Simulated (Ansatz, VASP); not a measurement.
# Al2SbP (CuAu-ordered zincblende type (invented)): VASP beside Ansatz, part 2 of 3

One calculation is typed for both programs; each brings its own data sets. How far apart do they land? The cell is generated by rule, not measured, and may not be a known phase. The cell is taken from a series of runs on this material, whose earlier steps may have relaxed, scaled, displaced or heated it; both programs get it as it stands.

VASP 6.6.1 and Ansatz 0.2.0.

So far: The structure; Ansatz: zone-centre phonons, LDA, pair 1.

### 3. VASP: zone-centre phonons, LDA, pair 1

Level of this step: LDA; plane waves and PAW (P, Sb, Al); invented cell (VASP).

The same cell, functional (in two slightly different forms), mesh and smearing now go to VASP, with its own data sets.

Lines of VASP's logs that name or quote its potential files are left out, and so is its time.

Input file INCAR:

```
SYSTEM = Al2SbP
PREC = Accurate
ENCUT = 500
EDIFF = 1E-08
NELM = 120
ISMEAR = -1
SIGMA = 0.05
LREAL = .FALSE.
ALGO = Normal
GGA = CA
NELECT = 15.6
NBANDS = 13
LORBIT = 11
LWAVE = .FALSE.
LCHARG = .FALSE.
ISIF = 2
IBRION = 8
LASPH = .TRUE.
GGA_COMPAT = .FALSE.
KPAR = 2
```

Input file POSCAR:

```
Al2SbP
1.0
    4.0711574223      0.0000000000      0.0000000000
    0.0000000000      4.0711574223      0.0000000000
    0.0000000000      0.0000000000      5.7774493459
P Sb Al
1 1 2
Direct
    0.0000000000      0.0000000000      0.0000000000
    0.5000000000      0.5000000000      0.5000000000
    0.0000000000      0.5000000000      0.2221580270
    0.5000000000      0.0000000000      0.7778419730
```

Input file KPOINTS:

```
Automatic mesh
0
Gamma
8 8 6
0 0 0
```

PAW data sets: P, Sb and Al (LDA family, release 64).

Run with:

```sh
$ mpirun -np 2 vasp_std
```

The log of the run:

```text
[banner, memory and clock lines left out]
running    2 mpi-ranks, on    1 nodes
 distrk:  each k-point on    1 cores,    2 groups
 distr:  one band on    1 cores,    1 groups

 POSCAR found type information on POSCAR P SbAl
 POSCAR found :  3 types and       4 ions
 LDA part: xc-table for (Slater(with rela. corr.)+CA(PZ))
 , standard interpolation
 POSCAR, INCAR and KPOINTS ok, starting setup
 FFT: planning ... GRIDC
 FFT: planning ... GRID_SOFT
 FFT: planning ... GRID
 WAVECAR not read
 entering main loop
       N       E                     dE             d eps       ncg     rms          rms(c)
DAV:   1     0.368123983681E+02    0.36812E+02   -0.48506E+03  1560   0.844E+02
DAV:   2    -0.190233071504E+02   -0.55836E+02   -0.51032E+02  2060   0.131E+02
DAV:   3    -0.227012630870E+02   -0.36780E+01   -0.35571E+01  2043   0.351E+01
DAV:   4    -0.227644795149E+02   -0.63216E-01   -0.63114E-01  1908   0.536E+00
DAV:   5    -0.227656382153E+02   -0.11587E-02   -0.11583E-02  2080   0.760E-01BRMIX: very serious problems
 the old and the new charge density differ
 old charge density:    16.00000 new   15.60000
BRMIX: very serious problems
 the old and the new charge density differ
 old charge density:    16.00000 new   15.60000
    0.567E+00
DAV:   6    -0.224097784241E+02    0.35586E+00   -0.59483E-01  1845   0.408E+00    0.341E+00
DAV:   7    -0.223368868521E+02    0.72892E-01   -0.26845E-01  1895   0.268E+00    0.149E+00
DAV:   8    -0.223277497304E+02    0.91371E-02   -0.28767E-02  1910   0.105E+00    0.257E-01
DAV:   9    -0.223275159709E+02    0.23376E-03   -0.59473E-03  1930   0.546E-01    0.671E-02
DAV:  10    -0.223275324493E+02   -0.16478E-04   -0.54678E-04  1988   0.146E-01    0.401E-02
DAV:  11    -0.223275401288E+02   -0.76795E-05   -0.72710E-05  1945   0.472E-02    0.273E-02
DAV:  12    -0.223275435340E+02   -0.34052E-05   -0.14289E-05  1960   0.232E-02    0.411E-03
DAV:  13    -0.223275434441E+02    0.89919E-07   -0.14335E-06  1985   0.860E-03    0.255E-03
DAV:  14    -0.223275433940E+02    0.50037E-07   -0.24018E-07  2043   0.343E-03    0.872E-04
DAV:  15    -0.223275433978E+02   -0.37944E-08   -0.63844E-08  1915   0.137E-03
   1 F= -.22327543E+02 E0= -.22322095E+02  d E =-.108969E-01
 Linear response reoptimize wavefunctions to high precision
DAV:   1    -0.223275433955E+02    0.23093E-08   -0.72127E-09  1960   0.451E-04
DAV:   2    -0.223275433956E+02   -0.44452E-10   -0.48425E-10  1205   0.151E-04
 Linear response DOF=           7
 Linear response progress:
  Degree of freedom:   1/  7
       N       E                     dE             d eps       ncg     rms          rms(c)
RMM:   1    -0.535213867268E-01   -0.53521E-01    0.54959E-02  7749   0.155E+00
RMM:   2    -0.511001276133E-01    0.24213E-02   -0.23852E-03  5369   0.300E-01    0.111E-01
RMM:   3    -0.512720446062E-01   -0.17192E-03   -0.39536E-04  5548   0.878E-02    0.558E-02
RMM:   4    -0.515925671384E-01   -0.32052E-03   -0.22869E-04  5610   0.568E-02    0.147E-02
RMM:   5    -0.515599107502E-01    0.32656E-04   -0.11042E-05  5939   0.179E-02    0.567E-03
RMM:   6    -0.515647965553E-01   -0.48858E-05   -0.20813E-07  6054   0.306E-03    0.442E-03
RMM:   7    -0.515748326176E-01   -0.10036E-04   -0.41942E-07  5745   0.187E-03    0.367E-04
RMM:   8    -0.515746580409E-01    0.17458E-06   -0.10203E-07  6152   0.424E-04    0.184E-04
RMM:   9    -0.515737078465E-01    0.95019E-06   -0.16909E-08  6082   0.167E-04    0.558E-05
RMM:  10    -0.515742360043E-01   -0.52816E-06   -0.44173E-08  5943   0.969E-05    0.839E-06
RMM:  11    -0.515742611328E-01   -0.25129E-07    0.12561E-08  6476   0.447E-05    0.764E-06
RMM:  12    -0.515742326480E-01    0.28485E-07    0.55459E-08  6340   0.321E-05    0.126E-06
RMM:  13    -0.515742407545E-01   -0.81065E-08   -0.32451E-08  5357   0.279E-05    0.395E-07
 first order change of Fermi-energy   0.70937E-04
 force on displaced ion       1 direction 1 :  -8.683   0.000  -0.001
 Linear response progress:
  Degree of freedom:   2/  7
       N       E                     dE             d eps       ncg     rms          rms(c)
RMM:   1    -0.587455460947E-01   -0.58746E-01    0.55452E-02  5818   0.156E+00
RMM:   2    -0.563369278468E-01    0.24086E-02   -0.26290E-03  4128   0.317E-01    0.926E-02
RMM:   3    -0.564271732267E-01   -0.90245E-04   -0.35977E-04  4327   0.839E-02    0.477E-02
RMM:   4    -0.565807813889E-01   -0.15361E-03   -0.87720E-05  4409   0.368E-02    0.174E-02
RMM:   5    -0.566191362185E-01   -0.38355E-04   -0.66512E-06  4413   0.138E-02    0.475E-03
RMM:   6    -0.566197334255E-01   -0.59721E-06   -0.19736E-07  4596   0.278E-03    0.317E-03
RMM:   7    -0.566169172633E-01    0.28162E-05   -0.31308E-08  4597   0.120E-03    0.527E-04
RMM:   8    -0.566183632698E-01   -0.14460E-05   -0.23406E-08  4653   0.358E-04    0.887E-05
RMM:   9    -0.566186179494E-01   -0.25468E-06   -0.89730E-09  4803   0.118E-04    0.371E-05
RMM:  10    -0.566184334252E-01    0.18452E-06    0.26840E-08  4698   0.537E-05    0.893E-06
RMM:  11    -0.566184647895E-01   -0.31364E-07   -0.21007E-08  4964   0.263E-05    0.252E-06
RMM:  12    -0.566184736150E-01   -0.88255E-08    0.60183E-09  4521   0.215E-05    0.730E-07
 first order change of Fermi-energy  -0.41195E-04
 force on displaced ion       1 direction 3 :   0.000   0.000  -9.275
 Linear response progress:
  Degree of freedom:   3/  7
       N       E                     dE             d eps       ncg     rms          rms(c)
RMM:   1    -0.291967340951E-01   -0.29197E-01    0.20846E-02  6433   0.137E+00
RMM:   2    -0.282666139687E-01    0.93012E-03   -0.18530E-03  5707   0.251E-01    0.659E-02
RMM:   3    -0.283165392449E-01   -0.49925E-04   -0.88999E-05  5839   0.525E-02    0.367E-02
RMM:   4    -0.284488634935E-01   -0.13232E-03   -0.49054E-05  5748   0.314E-02    0.550E-03
RMM:   5    -0.284487525065E-01    0.11099E-06   -0.19785E-06  5960   0.826E-03    0.109E-03
RMM:   6    -0.284464844735E-01    0.22680E-05   -0.77905E-08  6127   0.127E-03    0.645E-04
RMM:   7    -0.284445268510E-01    0.19576E-05   -0.17487E-08  6056   0.554E-04    0.961E-05
RMM:   8    -0.284448630196E-01   -0.33617E-06    0.11849E-08  6179   0.160E-04    0.626E-05
RMM:   9    -0.284446310136E-01    0.23201E-06    0.36558E-09  6231   0.586E-05    0.105E-05
RMM:  10    -0.284446528035E-01   -0.21790E-07   -0.76428E-10  6366   0.226E-05    0.407E-06
RMM:  11    -0.284446452042E-01    0.75993E-08   -0.22919E-09  6392   0.165E-05    0.146E-06
 first order change of Fermi-energy  -0.32429E-04
 force on displaced ion       2 direction 1 :  -7.798   0.000  -0.000
 Linear response progress:
  Degree of freedom:   4/  7
       N       E                     dE             d eps       ncg     rms          rms(c)
RMM:   1    -0.355828529190E-01   -0.35583E-01    0.47127E-02  4865   0.139E+00
RMM:   2    -0.346849988412E-01    0.89785E-03   -0.18794E-03  4252   0.258E-01    0.972E-02
RMM:   3    -0.347434430016E-01   -0.58444E-04   -0.54380E-04  4229   0.936E-02    0.451E-02
RMM:   4    -0.348930575020E-01   -0.14961E-03   -0.88565E-05  4497   0.388E-02    0.166E-02
RMM:   5    -0.349171781232E-01   -0.24121E-04   -0.10586E-05  4427   0.153E-02    0.271E-03
RMM:   6    -0.349379262300E-01   -0.20748E-04   -0.13422E-06  4500   0.487E-03    0.109E-03
RMM:   7    -0.349288305698E-01    0.90957E-05   -0.15617E-07  4541   0.174E-03    0.340E-04
RMM:   8    -0.349272155896E-01    0.16150E-05   -0.20858E-08  4757   0.521E-04    0.133E-04
RMM:   9    -0.349278162616E-01   -0.60067E-06   -0.28712E-09  4618   0.217E-04    0.286E-05
RMM:  10    -0.349279908576E-01   -0.17460E-06    0.63228E-09  4881   0.700E-05    0.551E-06
RMM:  11    -0.349279774303E-01    0.13427E-07    0.25032E-08  4825   0.297E-05    0.236E-06
RMM:  12    -0.349279928124E-01   -0.15382E-07    0.43057E-09  4716   0.175E-05    0.116E-06
RMM:  13    -0.349279833746E-01    0.94378E-08    0.25546E-09  4191   0.159E-05    0.221E-07
 first order change of Fermi-energy   0.37370E-03
 force on displaced ion       2 direction 3 :   0.000   0.000  -9.375
 Linear response progress:
  Degree of freedom:   5/  7
       N       E                     dE             d eps       ncg     rms          rms(c)
RMM:   1    -0.758143189682E-02   -0.75814E-02    0.50568E-03  7746   0.601E-01
RMM:   2    -0.668783044249E-02    0.89360E-03   -0.53394E-04  5559   0.142E-01    0.618E-02
RMM:   3    -0.664573239672E-02    0.42098E-04   -0.65333E-05  5762   0.420E-02    0.343E-02
RMM:   4    -0.666182985575E-02   -0.16097E-04   -0.42167E-05  5619   0.318E-02    0.667E-03
RMM:   5    -0.664382902858E-02    0.18001E-04   -0.23975E-06  5879   0.925E-03    0.942E-04
RMM:   6    -0.664315193287E-02    0.67710E-06   -0.13640E-08  6068   0.140E-03    0.499E-04
RMM:   7    -0.664159923963E-02    0.15527E-05    0.20722E-08  5991   0.689E-04    0.108E-04
RMM:   8    -0.664168811529E-02   -0.88876E-07   -0.10304E-08  6138   0.181E-04    0.621E-05
RMM:   9    -0.664167214703E-02    0.15968E-07   -0.44692E-09  6072   0.605E-05    0.575E-06
RMM:  10    -0.664167103143E-02    0.11156E-08   -0.12836E-09  6375   0.168E-05    0.290E-06
 first order change of Fermi-energy   0.10396E-04
 force on displaced ion       3 direction 1 :  -7.878   0.000  -0.000
 Linear response progress:
  Degree of freedom:   6/  7
       N       E                     dE             d eps       ncg     rms          rms(c)
RMM:   1    -0.812335473070E-02   -0.81234E-02    0.12019E-02  8068   0.670E-01
RMM:   2    -0.704234833388E-02    0.10810E-02   -0.81465E-04  5511   0.172E-01    0.816E-02
RMM:   3    -0.697007963597E-02    0.72269E-04   -0.14700E-04  5681   0.538E-02    0.445E-02
RMM:   4    -0.699651627048E-02   -0.26437E-04   -0.92887E-05  5630   0.428E-02    0.104E-02
RMM:   5    -0.697532237382E-02    0.21194E-04   -0.79916E-06  5782   0.150E-02    0.226E-03
RMM:   6    -0.698218292649E-02   -0.68606E-05   -0.73473E-07  5871   0.390E-03    0.704E-04
RMM:   7    -0.698023227127E-02    0.19507E-05    0.49864E-08  6103   0.117E-03    0.292E-04
RMM:   8    -0.697941652094E-02    0.81575E-06    0.11964E-08  6021   0.573E-04    0.908E-05
RMM:   9    -0.697950211959E-02   -0.85599E-07    0.10625E-09  6131   0.141E-04    0.133E-05
RMM:  10    -0.697952238097E-02   -0.20261E-07   -0.90098E-09  6296   0.292E-05    0.731E-06
RMM:  11    -0.697952724247E-02   -0.48615E-08   -0.84401E-09  6181   0.196E-05    0.234E-06
 first order change of Fermi-energy  -0.44406E-04
 force on displaced ion       3 direction 2 :   0.000  -6.982   0.000
 Linear response progress:
  Degree of freedom:   7/  7
       N       E                     dE             d eps       ncg     rms          rms(c)
RMM:   1    -0.100334109287E-01   -0.10033E-01    0.52699E-03  6442   0.638E-01
RMM:   2    -0.817447671447E-02    0.18589E-02   -0.94220E-04  4261   0.188E-01    0.807E-02
RMM:   3    -0.810428498972E-02    0.70192E-04   -0.13421E-04  4403   0.571E-02    0.463E-02
RMM:   4    -0.808568020556E-02    0.18605E-04   -0.35094E-05  4490   0.299E-02    0.181E-02
RMM:   5    -0.807207627587E-02    0.13604E-04   -0.41501E-06  4561   0.115E-02    0.281E-03
RMM:   6    -0.806831374940E-02    0.37625E-05   -0.25778E-07  4522   0.298E-03    0.873E-04
RMM:   7    -0.806616711322E-02    0.21466E-05   -0.93259E-08  4672   0.949E-04    0.266E-04
RMM:   8    -0.806641626080E-02   -0.24915E-06   -0.19733E-08  4632   0.255E-04    0.990E-05
RMM:   9    -0.806646454055E-02   -0.48280E-07    0.14075E-08  4760   0.827E-05    0.262E-05
RMM:  10    -0.806649437798E-02   -0.29837E-07    0.15808E-08  4778   0.340E-05    0.793E-06
RMM:  11    -0.806649514651E-02   -0.76853E-09    0.49373E-09  4909   0.179E-05    0.226E-06
 first order change of Fermi-energy  -0.10908E+01
 force on displaced ion       3 direction 3 :   0.000   0.000  -9.923
 Linear response finished
```

OUTCAR, selected parts (step 3):

```text
NELECT = 15.6

 ion  position               nearest neighbor table
   1  0.000  0.000  0.000-   3 2.41   4 2.41   3 2.41   4 2.41
   2  0.500  0.500  0.500-   3 2.59   4 2.59   4 2.59   3 2.59
   3  0.000  0.500  0.222-   1 2.41   1 2.41   2 2.59   2 2.59
   4  0.500  0.000  0.778-   1 2.41   1 2.41   2 2.59   2 2.59

  LATTYP: Found a simple tetragonal cell.
 ALAT       =     4.0711574223
 C/A-ratio  =     1.4191171568

 Subroutine GETGRP returns: Found  8 space group operations
 (whereof  8 operations were pure point group operations)

The static configuration has the point symmetry D_2d.

 Found     60 irreducible k-points:

   k-points           NKPTS =     60   k-points in BZ     NKDIM =     60   number of bands    NBANDS=     13

   dimension x,y,z NGX =    30 NGY =   30 NGZ =   42
   dimension x,y,z NGXF=    60 NGYF=   60 NGZF=   84

   ENCUT  =  500.0 eV  36.75 Ry    6.06 a.u.   7.42  7.42 10.53*2*pi/ulx,y,z

 k-points in reciprocal lattice and weights: Automatic mesh
   0.00000000  0.00000000  0.00000000       0.003
   0.12500000  0.00000000  0.00000000       0.010
   0.25000000  0.00000000  0.00000000       0.010
   0.37500000  0.00000000  0.00000000       0.010
   0.50000000  0.00000000  0.00000000       0.005
   0.12500000  0.12500000  0.00000000       0.010
   0.25000000  0.12500000  0.00000000       0.021
   0.37500000  0.12500000  0.00000000       0.021
   0.50000000  0.12500000  0.00000000       0.010
[...]
0.50000000  0.37500000  0.50000000       0.010
   0.50000000  0.50000000  0.50000000       0.003

 average (electrostatic) potential at core
       1 -84.0325       2 -87.6995       3 -73.4453       4 -73.4453

  Total       -4.2694548     -4.2694548     -2.4732985      0.0000000     -0.0000000      0.0000000
  in kB      -71.4350020    -71.4350020    -41.3823523      0.0000000     -0.0000000      0.0000000
  external PRESSURE =     -61.4174521 kB  Pullay stress =       0.0000000 kB

  energy-cutoff  :      500.00
  volume of cell :       95.76
      direct lattice vectors                 reciprocal lattice vectors
     4.071157422  0.000000000  0.000000000     0.245630394  0.000000000  0.000000000
     0.000000000  4.071157422  0.000000000     0.000000000  0.245630394  0.000000000
     0.000000000  0.000000000  5.777449346     0.000000000  0.000000000  0.173086762

 POSITION                                       TOTAL-FORCE (eV/Angst)
 -----------------------------------------------------------------------------------
      0.00000      0.00000      0.00000         0.000000     -0.000000      0.000000
      2.03558      2.03558      2.88872         0.000000      0.000000      0.000000
      0.00000      2.03558      1.28351         0.000000     -0.000000     -0.546649
      2.03558      0.00000      4.49394         0.000000     -0.000000      0.546649
 -----------------------------------------------------------------------------------
    total drift:                               -0.000000     -0.000000     -0.000000

 Eigenvectors and eigenvalues of the dynamical matrix
 ----------------------------------------------------

   1 f  =   11.255584 THz    70.720921 2PiTHz  375.445876 cm-1    46.549335 meV
             X         Y         Z           dx          dy          dz
      0.000000  0.000000  0.000000     0.088080    0.717204   -0.000000
      2.035579  2.035579  2.888725    -0.003631   -0.029568    0.000000
      0.000000  2.035579  1.283507    -0.002526   -0.685174    0.000000
      2.035579  0.000000  4.493943    -0.084146   -0.020566    0.000000

   2 f  =   11.255584 THz    70.720921 2PiTHz  375.445876 cm-1    46.549335 meV
             X         Y         Z           dx          dy          dz
      0.000000  0.000000  0.000000    -0.717204    0.088080    0.000000
      2.035579  2.035579  2.888725     0.029568   -0.003631   -0.000000
      0.000000  2.035579  1.283507     0.020566   -0.084146   -0.000000
      2.035579  0.000000  4.493943     0.685174   -0.002526   -0.000000

   3 f  =   10.934793 THz    68.705328 2PiTHz  364.745418 cm-1    45.222648 meV
             X         Y         Z           dx          dy          dz
      0.000000  0.000000  0.000000    -0.000000   -0.000000   -0.691921
      2.035579  2.035579  2.888725     0.000000   -0.000000   -0.124589
      0.000000  2.035579  1.283507     0.000000    0.000000    0.502854
      2.035579  0.000000  4.493943     0.000000    0.000000    0.502854

   4 f  =   10.454782 THz    65.689334 2PiTHz  348.733996 cm-1    43.237485 meV
             X         Y         Z           dx          dy          dz
      0.000000  0.000000  0.000000     0.000000   -0.000000    0.000000
      2.035579  2.035579  2.888725    -0.000000    0.000000    0.000000
      0.000000  2.035579  1.283507     0.000000    0.000000    0.707107
      2.035579  0.000000  4.493943    -0.000000   -0.000000   -0.707107

   5 f  =    9.219661 THz    57.928841 2PiTHz  307.534802 cm-1    38.129439 meV
             X         Y         Z           dx          dy          dz
      0.000000  0.000000  0.000000     0.001447   -0.022852   -0.000000
      2.035579  2.035579  2.888725     0.025450   -0.401979   -0.000000
      0.000000  2.035579  1.283507    -0.057776   -0.033965    0.000000
      2.035579  0.000000  4.493943     0.002150    0.912548   -0.000000

   6 f  =    9.219661 THz    57.928841 2PiTHz  307.534802 cm-1    38.129439 meV
             X         Y         Z           dx          dy          dz
      0.000000  0.000000  0.000000    -0.022852   -0.001447   -0.000000
      2.035579  2.035579  2.888725    -0.401979   -0.025450    0.000000
      0.000000  2.035579  1.283507     0.912548   -0.002150   -0.000000
      2.035579  0.000000  4.493943    -0.033965    0.057776   -0.000000

   7 f  =    6.550054 THz    41.155202 2PiTHz  218.486277 cm-1    27.088834 meV
             X         Y         Z           dx          dy          dz
      0.000000  0.000000  0.000000     0.000000   -0.000000    0.609492
      2.035579  2.035579  2.888725    -0.000000   -0.000000   -0.628783
      0.000000  2.035579  1.283507     0.000000   -0.000000    0.341432
      2.035579  0.000000  4.493943     0.000000    0.000000    0.341432

   8 f  =    2.659496 THz    16.710108 2PiTHz   88.711246 cm-1    10.998788 meV
             X         Y         Z           dx          dy          dz
      0.000000  0.000000  0.000000    -0.542644    0.181947    0.000000
      2.035579  2.035579  2.888725     0.471763   -0.158181    0.000000
      0.000000  2.035579  1.283507     0.172132    0.199011    0.000000
      2.035579  0.000000  4.493943    -0.593537   -0.057715    0.000000

   9 f  =    2.659496 THz    16.710108 2PiTHz   88.711246 cm-1    10.998788 meV
             X         Y         Z           dx          dy          dz
      0.000000  0.000000  0.000000    -0.181947   -0.542644    0.000000
      2.035579  2.035579  2.888725     0.158181    0.471763   -0.000000
      0.000000  2.035579  1.283507     0.057715   -0.593537    0.000000
      2.035579  0.000000  4.493943    -0.199011    0.172132    0.000000

  10 f/i=    0.001039 THz     0.006528 2PiTHz    0.034655 cm-1     0.004297 meV
             X         Y         Z           dx          dy          dz
      0.000000  0.000000  0.000000    -0.106223    0.372137   -0.000000
      2.035579  2.035579  2.888725    -0.210704    0.738173   -0.000000
      0.000000  2.035579  1.283507    -0.099165    0.347250   -0.000000
      2.035579  0.000000  4.493943    -0.099119    0.347411   -0.000000

  11 f/i=    0.001039 THz     0.006528 2PiTHz    0.034655 cm-1     0.004297 meV
             X         Y         Z           dx          dy          dz
      0.000000  0.000000  0.000000     0.372137    0.106223   -0.000000
      2.035579  2.035579  2.888725     0.738173    0.210704   -0.000000
      0.000000  2.035579  1.283507     0.347411    0.099119   -0.000000
      2.035579  0.000000  4.493943     0.347250    0.099165   -0.000000

  12 f/i=    0.001302 THz     0.008179 2PiTHz    0.043418 cm-1     0.005383 meV
             X         Y         Z           dx          dy          dz
      0.000000  0.000000  0.000000     0.000000    0.000000    0.386996
      2.035579  2.035579  2.888725     0.000000    0.000000    0.767535
      0.000000  2.035579  1.283507     0.000000    0.000000    0.361334
      2.035579  0.000000  4.493943     0.000000    0.000000    0.361334

 ELASTIC MODULI CONTR FROM IONIC RELAXATION (kBar)
 Direction    XX          YY          ZZ          XY          YZ          ZX
 --------------------------------------------------------------------------------
 XX        -565.0504    527.6760      2.1271      0.0000     -0.0000      0.0000
 YY         527.6760   -565.0504      2.1271      0.0000      0.0000     -0.0000
 ZZ           2.1271      2.1271     -0.2421      0.0000      0.0000     -0.0000
 XY           0.0000      0.0000      0.0000      0.0000      0.0000      0.0000
 YZ          -0.0000      0.0000      0.0000      0.0000   -376.2356     -0.0000
 ZX           0.0000     -0.0000     -0.0000      0.0000     -0.0000   -436.2119
 --------------------------------------------------------------------------------
```

The cell is charged against a uniform background.

(Part 2 of 3 ends here.)

[Lines on the potential files, build, host, timing and source positions are cut from VASP's logs without a mark.]

[Logs are printed without paths, hosts, clocks, repeated set-up lines and the standing remarks that a program may print on its own settings, such as how far it seeks lower states.]

[Hosts, paths, dates, database ids (printed as entryN), source tags and the programs' standing remarks are cut or masked in the printed files.]
